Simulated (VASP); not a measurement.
An input for Ansatz (written as the equivalent of a VASP run, and not itself run):

Ansatz 0.2 input:
```yaml
crystal:
  lattice:
    - [0.0000000, 3.4475772, 3.4475772]
    - [3.4475772, 0.0000000, 3.4475772]
    - [3.4475772, 3.4475772, 0.0000000]
  atoms:
    - { symbol: Ba, position: [0.0000000, 0.0000000, 0.0000000] }
    - { symbol: Te, position: [0.5000000, 0.5000000, 0.5000000] }
kpoints:
  mp_grid: { grid: [6, 6, 6] }
hamiltonian:
  xc: lda
  pseudopotentials: { kind: paw }
scf:
  occupations: { method: gaussian, width: 0.05 }
  max_iter: 100
relax:
  max_steps: 60
  f_tol: 0.01
  cell: {}
output: { forces: true, stress: true, eigenvalues: true }
```

Task: Translate this input to VASP (INCAR, KPOINTS, POSCAR, choice of POTCAR).

Result: Several could match; the one computed here: 
File POSCAR:
```
BaTe
1.0
  0.0000000000   3.4475772062   3.4475772062
  3.4475772062   0.0000000000   3.4475772062
  3.4475772062   3.4475772062   0.0000000000
Ba Te
1 1
direct
  0.0000000000   0.0000000000   0.0000000000
  0.5000000000   0.5000000000   0.5000000000
```

### INCAR
```
SYSTEM = BaTe
PREC = Accurate
ENCUT = 400
EDIFF = 1E-6
NELM = 100
ALGO = Normal
LREAL = .FALSE.
LASPH = .TRUE.
ISMEAR = 0
SIGMA = 0.05
LMAXMIX = 4
LWAVE = .FALSE.
LCHARG = .FALSE.
IBRION = 2
ISIF = 3
NSW = 60
EDIFFG = -0.01
```

**KPOINTS**
```
Automatic mesh
0
gamma
 6 6 6
```

POTCAR, in this order: Ba_sv Te (LDA.64 set). Program: vasp_std.

Limits of the translation: each code has its own PAW files, so the cut-off isn't converted (ENCUT is set for VASP's; basis.ecutwfc is left out, and Ansatz then takes the one that its files recommend); Ansatz stops its SCF on the density residual and VASP on the energy change (EDIFF); Ansatz's lda is the Perdew-Wang form, while the LDA potentials of VASP carry Perdew-Zunger's.

The compound is BaTe in the rock salt structure. It was relaxed first. The start is the result of an earlier pass.
